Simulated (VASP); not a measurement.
```
CdSe
1.0
    0.00000     3.02500     3.02500
    3.02500     0.00000     3.02500
    3.02500     3.02500     0.00000
Cd Se
1 1
Direct
  0.00000   0.00000   0.00000
  0.25000   0.25000   0.25000
```
Cell charge -0.02.

Level of theory: PBE GGA, VASP's PBE PAW potentials (set 64) (plane waves; VASP 6.6.1). Settings: NELECT = 18.02, 400 eV cut-off, 7×7×7 Γ-centred mesh, Gaussian smearing of 0.050 eV, potentials Cd Se.

The cell is charged, with a uniform compensating background.

**Question.** Predict the energy per atom (σ→0), pressure, band gap (on the k-mesh) with the smallest direct gap where there is one.

**Answer.** 
```json
{
  "band gap (on the k-mesh)": "none (metal, semimetal or under 0.01 eV)",
  "energy per atom (σ→0)": "-2.696 eV/atom",
  "pressure": "4.35 GPa"
}
```

Only differences to runs with the same potentials and settings are physical.

The compound is CdSe in the zinc blende structure, whereas wurtzite is the usual form. The cell was not relaxed at this level. The run is one of a series of settings (NELECT = 18.02 against the base run), some of them coarse on purpose.
